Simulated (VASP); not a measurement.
Ge: single point with HSE06

**Experimental background.**

“Temperature-dependent photoluminescence in Ge: experiment and theory”, 2020, arxiv:2003.00143 reports, for a bulk crystal of Ge at 0 K: band gap 0.744 eV (indirect).

Crystal: Ge.

```
Ge
1.0
     0.00000    2.83981    2.83981
     2.83981    0.00000    2.83981
     2.83981    2.83981    0.00000
Ge
2
Direct
  0.00000 0.00000 0.00000
  0.25000 0.25000 0.25000
```

```yaml
Program: VASP 6.6.1
Task: single point
Functional: HSE06
Potentials_or_basis: VASP PAW PBE potentials, release 64 (Ge_d)
Cutoff: 520 eV
k_mesh: 6 × 6 × 6
Occupations: gaussian, width 0.02 eV
Spin: no spin polarisation
Grid_for_exact_exchange_PRECFOCK: Fast
Screening_parameter: 0.2 1/A
Further_INCAR_settings: ALGO = Normal; EDIFF = 1e-07
```

```
Pressure               : 0.0 GPa
Band gap on the k mesh : 0.78 eV, direct
```

Levels at points of the mesh, in eV from the valence-band top:
| k point | band 11 | band 12 | band 13 | band 14 | band 15 | band 16 | band 17 | band 18 |
| --- | --- | --- | --- | --- | --- | --- | --- | --- |
| (0.00, 0.00, 0.00) | -13.97 | 0.00 | 0.00 | 0.00 | 0.78 | 3.23 | 3.23 | 3.23 |
| (0.50, 0.00, 0.00) | -11.66 | -8.25 | -1.51 | -1.51 | 0.79 | 4.46 | 4.46 | 7.93 |
| (0.50, 0.50, 0.00) | -9.67 | -9.67 | -3.32 | -3.32 | 1.29 | 1.29 | 10.72 | 10.72 |

Wall time 7 min on 4 MPI ranks on Intel(R) Xeon(R) 6975P-C (Granite Rapids), with other jobs on the host, peak memory 0.26 GiB a rank.

Measured gap of Ge: 0.744 eV (indirect; 0 K; “Temperature-dependent photoluminescence in Ge: experiment and theory”, 2020, arxiv:2003.00143). This calculation gives 0.78 eV (+0.03 eV). 3 values of this kind are on record (0.666 to 0.807 eV); this one was drawn at random among those near their median. Spin-orbit coupling on Ge is left out. The value is that of HSE06 on a finite k mesh, which can miss the band edges, without temperature or zero-point motion.

Caveat: the PAW data sets were made with another functional, which shifts forces and pressure a little.
